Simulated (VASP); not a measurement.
# PtSe2 (Sudovikovite): relaxation of cell and atoms with r2SCAN

Crystal: PtSe2 (Sudovikovite).

```xyz
3
Lattice="3.7190 0.0000 0.0000 -1.8595 3.2207 0.0000 0.0000 0.0000 5.7835" Properties=species:S:1:pos:R:3 pbc="T T T"
Pt    0.0000    0.0000    0.0000
Se    0.0000    2.1472    1.3115
Se    1.8595    1.0736    4.4720
```

```yaml
Program: VASP 6.6.1
Task: relaxation of cell and atoms
Functional: r2SCAN
Potentials_or_basis: VASP PAW PBE potentials, release 64 (Pt, Se)
Cutoff: 600 eV
k_mesh: 9 × 9 × 5
Occupations: gaussian, width 0.03 eV
Spin: no spin polarisation
Further_INCAR_settings: ALGO = Normal; EDIFF = 1e-07; IBRION = 2; EDIFFG = -0.005; NSW = 90; ISIF = 3
```

The relaxed volume is 23.20 Å³/atom. The relaxed cell is a = 3.719 Å, b = 3.719 Å, c = 5.811 Å, α = 90.00°, β = 90.00°, γ = 120.00°. The space group after relaxing (to 0.05 Å) is P-3m1 (No. 164). The energy gained by relaxing is 0.0 meV/atom, the ionic steps are 13 and the pressure after relaxing is 0.0 GPa. The band gap on the k mesh is 0.75 eV, indirect (least direct gap 0.96 eV).

Final structure:
```cif
data_structure
_symmetry_space_group_name_H-M 'P 1'
_symmetry_Int_Tables_number 1
_cell_length_a 3.7188
_cell_length_b 3.7188
_cell_length_c 5.8112
_cell_angle_alpha 90.000
_cell_angle_beta 90.000
_cell_angle_gamma 120.000
_cell_volume 69.60
loop_
_atom_site_label
_atom_site_type_symbol
_atom_site_fract_x
_atom_site_fract_y
_atom_site_fract_z
_atom_site_occupancy
Pt1 Pt 0.00000 0.00000 0.00000 1
Se1 Se 0.33333 0.66667 0.22562 1
Se2 Se 0.66667 0.33333 0.77438 1
```

Levels at points of the mesh, in eV from the valence-band top:
```tsv
k point	band 7	band 8	band 9	band 10	band 11	band 12	band 13	band 14	band 15
(0.00, 0.00, 0.00)	-3.64	-2.21	-0.62	-0.62	-0.03	2.36	2.36	4.80	5.20
```

It took 14 min on 2 MPI ranks on Intel(R) Xeon(R) Platinum 8259CL CPU @ 2.50GHz (Skylake/Cascade Lake) (shared host), peak memory 0.27 GiB a rank.

Caveat: the PAW data sets were made with another functional, which shifts forces and pressure a little; spin-orbit coupling is left out, which moves the levels of the heavy elements; an odd mesh through Γ misses points on the zone boundary, where band edges often lie. r2SCAN opens gaps a little over a GGA but as a rule still falls short of measured ones.
